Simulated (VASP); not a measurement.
The system is PbS.

```xyz
2
Lattice="0.0000 2.9657 2.9657 2.9657 0.0000 2.9657 2.9657 2.9657 0.0000" Properties=species:S:1:pos:R:3 pbc="T T T"
Pb    0.0000    0.0000    0.0000
S     2.9657    2.9657    2.9657
```

- Program: VASP 6.6.1
- Task: relaxation of cell and atoms
- Functional: LDA
- Potentials or basis: VASP PAW LDA potentials, release 64 (Pb_d, S)
- Cutoff: 600 eV
- k mesh: 10 × 10 × 10
- Occupations: gaussian, width 0.02 eV
- Spin: no spin polarisation

At the start: pressure -2.5 GPa; volume 26.09 Å³/atom.

Question: Where does the relaxation end?

Answer: Over 3 steps the energy falls by 8.5 meV/atom and the volume is 25.02 Å³/atom (-4.1 %); space group Fm-3m (No. 225, to 0.05 Å).

Step by step:
```csv
step,energy change (eV),largest force (eV/Å),pressure (GPa),volume (Å³)
1,0.0000,0.0000,-2.50,52.17
2,-0.0139,0.0000,1.17,49.16
3,-0.0170,0.0000,-0.05,50.04
```

Final structure:
```
CELL_PARAMETERS angstrom
0.00000 2.92482 2.92482
2.92482 0.00000 2.92482
2.92482 2.92482 0.00000
ATOMIC_POSITIONS crystal
Pb 0.00000 0.00000 0.00000
S 0.50000 0.50000 0.50000
```
